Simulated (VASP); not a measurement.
These are r2SCAN meta-GGA, VASP's PBE PAW potentials (set 64) (plane waves; VASP) values and carry that method's errors.

A VASP calculation is set up with these files.

**INCAR**
```
LWAVE=.FALSE.
ALGO=Normal   ! blocked Davidson
ISMEAR=-5
NEDOS=601   ! DOS grid
LASPH=.TRUE.
METAGGA=R2SCAN
SYSTEM=Ho
EDIFF=1E-7
ENCUT=400
LMAXMIX=6
LREAL=.FALSE.   ! projection in real space or not
PREC=Accurate
LCHARG=.FALSE.
NELM=100   ! most electronic steps
LORBIT=11
ISIF=2   ! forces and stress, cell fixed
LMIXTAU=.TRUE.
```

KPOINTS_OPT:
```
k-points along high-symmetry lines
6
Line-mode
Reciprocal
  0.000000   0.000000   0.000000 ! GAMMA
 -0.000000   0.500000   0.000000 ! M

 -0.000000   0.500000   0.000000 ! M
 -0.333333   0.666667   0.000000 ! K

 -0.333333   0.666667   0.000000 ! K
  0.000000   0.000000   0.000000 ! GAMMA

  0.000000   0.000000   0.000000 ! GAMMA
  0.000000   0.000000   0.500000 ! A

  0.000000   0.000000   0.500000 ! A
 -0.000000   0.500000   0.500000 ! L

 -0.000000   0.500000   0.500000 ! L
 -0.333333   0.666667   0.500000 ! H

 -0.333333   0.666667   0.500000 ! H
  0.000000   0.000000   0.500000 ! A

 -0.000000   0.500000   0.500000 ! L
 -0.000000   0.500000   0.000000 ! M

 -0.333333   0.666667   0.500000 ! H
 -0.333333   0.666667   0.000000 ! K
```

### KPOINTS
```
K-points
0
G
  13 13 8
0 0 0
```

**POSCAR**
```
Ho
1
    1.8049619739    -3.1262859003     0.0000000000
    1.8049619739     3.1262859003     0.0000000000
   -0.0000000000     0.0000000000     5.5544391712
Ho
2
Direct
  0.3333330000   0.6666670000   0.2500000000
  0.6666670000   0.3333330000   0.7500000000
```

POTCAR, in this order: Ho_3 (PBE.64 set). Program: vasp_std.

What VASP printed:

OUTCAR:
```
 ion  position               nearest neighbor table
   1  0.333  0.667  0.250-   2 3.47   2 3.47   2 3.47   2 3.47   2 3.47   2 3.47
   2  0.667  0.333  0.750-   1 3.47   1 3.47   1 3.47   1 3.47   1 3.47   1 3.47
  LATTYP: Found a hexagonal cell.
 ALAT       =     3.6099239961
 C/A-ratio  =     1.5386582037
 Subroutine PRICEL returns:
 Original cell was already a primitive cell.
 Subroutine GETGRP returns: Found 24 space group operations
The static configuration has the point symmetry D_3d.
 The point group associated with its full space group is D_6h.
The dynamic configuration has the point symmetry D_3d.
 Subroutine INISYM returns: Found 24 space group operations
 Subroutine IBZKPT returns following result:
 Found    105 irreducible k-points:

 Following reciprocal coordinates:
            Coordinates               Weight
  0.000000  0.000000  0.000000      1.000000
  0.076923 -0.000000  0.000000      6.000000
  0.153846  0.000000  0.000000      6.000000
  0.230769 -0.000000  0.000000      6.000000
  0.307692  0.000000  0.000000      6.000000
  0.384615 -0.000000  0.000000      6.000000
  0.461538  0.000000  0.000000      6.000000
  0.076923  0.076923  0.000000      6.000000
  0.153846  0.076923  0.000000     12.000000
  0.230769  0.076923  0.000000     12.000000
  0.307692  0.076923  0.000000     12.000000
  0.384615  0.076923  0.000000     12.000000
  0.461538  0.076923  0.000000      6.000000
  0.153846  0.153846  0.000000      6.000000
  0.230769  0.153846  0.000000     12.000000
  0.307692  0.153846  0.000000     12.000000
  0.384615  0.153846  0.000000     12.000000
  0.230769  0.230769  0.000000      6.000000
  0.307692  0.230769  0.000000     12.000000
  0.384615  0.230769  0.000000      6.000000
  0.307692  0.307692  0.000000      6.000000
  0.000000  0.000000  0.125000      2.000000
...
```

**OSZICAR**
```
       N       E                     dE             d eps       ncg     rms          rms(c)
DAV:   1     0.818888396614E+01    0.81889E+01   -0.77243E+03  3058   0.111E+03
DAV:   2    -0.638680528453E+02   -0.72057E+02   -0.70976E+02  3898   0.476E+02
DAV:   3    -0.677585317280E+02   -0.38905E+01   -0.37301E+01  4522   0.798E+01
DAV:   4    -0.679270371485E+02   -0.16851E+00   -0.16231E+00  4676   0.116E+01
DAV:   5    -0.679308039367E+02   -0.37668E-02   -0.37192E-02  4520   0.188E+00    0.299E+01
DAV:   6    -0.660271717350E+02    0.19036E+01   -0.48972E-01  4397   0.103E+01    0.157E+01
DAV:   7    -0.645862883183E+02    0.14409E+01   -0.51777E-01  4743   0.971E+00    0.786E-01
DAV:   8    -0.659689045294E+02   -0.13826E+01   -0.46776E-01  4826   0.735E+00    0.299E+00
DAV:   9    -0.657931513970E+02    0.17575E+00   -0.57367E-02  3581   0.317E+00    0.103E+00
DAV:  10    -0.657553337695E+02    0.37818E-01   -0.26345E-03  4329   0.721E-01    0.102E+00
DAV:  11    -0.657376109852E+02    0.17723E-01   -0.78586E-03  3350   0.114E+00    0.705E-01
DAV:  12    -0.657420437999E+02   -0.44328E-02   -0.92017E-02  3215   0.328E+00    0.166E-01
DAV:  13    -0.657461998285E+02   -0.41560E-02   -0.43336E-03  4239   0.848E-01    0.131E-01
DAV:  14    -0.657464809068E+02   -0.28108E-03   -0.10435E-04  4226   0.137E-01    0.133E-01
DAV:  15    -0.657466252352E+02   -0.14433E-03   -0.36539E-04  3519   0.230E-01    0.163E-01
DAV:  16    -0.657464575483E+02    0.16769E-03   -0.22831E-04  4476   0.172E-01    0.138E-01
DAV:  17    -0.657464264598E+02    0.31088E-04   -0.15009E-05  4024   0.393E-02    0.172E-01
DAV:  18    -0.657463908121E+02    0.35648E-04   -0.37108E-05  4430   0.758E-02    0.699E-02
DAV:  19    -0.657463704240E+02    0.20388E-04   -0.12650E-05  3703   0.452E-02    0.469E-02
DAV:  20    -0.657463225722E+02    0.47852E-04   -0.88939E-06  3409   0.319E-02    0.808E-03
DAV:  21    -0.657463540681E+02   -0.31496E-04   -0.40808E-06  3309   0.244E-02    0.497E-03
DAV:  22    -0.657463413971E+02    0.12671E-04   -0.80340E-07  3465   0.109E-02    0.363E-03
DAV:  23    -0.657463539512E+02   -0.12554E-04   -0.12554E-06  4144   0.123E-02    0.317E-03
DAV:  24    -0.657463493409E+02    0.46103E-05   -0.14173E-07  2171   0.437E-03    0.116E-03
DAV:  25    -0.657463508890E+02   -0.15481E-05   -0.22819E-08  1710   0.301E-03    0.953E-04
DAV:  26    -0.657463503661E+02    0.52289E-06   -0.13382E-08  1710   0.225E-03    0.522E-04
DAV:  27    -0.657463502453E+02    0.12081E-06   -0.68798E-09  1710   0.195E-03    0.338E-04
DAV:  28    -0.657463507955E+02   -0.55018E-06   -0.63247E-09  1695   0.158E-03    0.419E-04
DAV:  29    -0.657463502022E+02    0.59329E-06   -0.43694E-09  1695   0.156E-03    0.225E-04
DAV:  30    -0.657463502375E+02   -0.35264E-07   -0.29377E-09  1695   0.112E-03
   1 F= -.65746350E+02 E0= -.65746350E+02  d E =0.000000E+00
       N       E                     dE             ncg
```

### OUTCAR
```
------------------------ aborting loop because EDIFF is reached ----------------------------------------
  FORCE on cell =-STRESS in cart. coord.  units (eV):
  Direction    XX          YY          ZZ          XY          YZ          ZX
  --------------------------------------------------------------------------------------
  Total        0.0648493      0.0648493      0.0946337      0.0000000     -0.0000000     -0.0000000
  in kB        1.6574818      1.6574818      2.4187409      0.0000000     -0.0000000     -0.0000000
  external PRESSURE =       1.9112348 kB  Pullay stress =       0.0000000 kB
  volume of cell :       62.69
      direct lattice vectors                 reciprocal lattice vectors
     1.804961974 -3.126285900  0.000000000     0.277014146 -0.159934189  0.000000000
     1.804961974  3.126285900  0.000000000     0.277014146  0.159934189  0.000000000
     0.000000000  0.000000000  5.554439171     0.000000000  0.000000000  0.180036178
 POSITION                                       TOTAL-FORCE (eV/Angst)
 -----------------------------------------------------------------------------------
      1.80496      1.04210      1.38861         0.000000      0.000000      0.000000
      1.80496     -1.04210      4.16583        -0.000000     -0.000000      0.000000
 -----------------------------------------------------------------------------------
    total drift:                                0.000000      0.000093     -0.000010
  FREE ENERGIE OF THE ION-ELECTRON SYSTEM (eV)
  ---------------------------------------------------
  free  energy   TOTEN  =       -65.7463502375 eV

  energy  without entropy=      -65.7463502375  energy(sigma->0) =      -65.74635024

 total charge

# of ion       s       p       d       tot
------------------------------------------
    1        0.492   6.495   1.102   8.089
    2        0.492   6.495   1.102   8.089
--------------------------------------------------
tot          0.984  12.990   2.204  16.179
```
(Selected blocks of OUTCAR.)

The 4f electrons are frozen in the core of the lanthanide potential, so 4f levels, which can set the real gap, and their magnetism are missing. For a metal the tetrahedron method with Blöchl corrections gives inexact stress and forces.

The compound is Ho in the hcp structure. It was relaxed first.
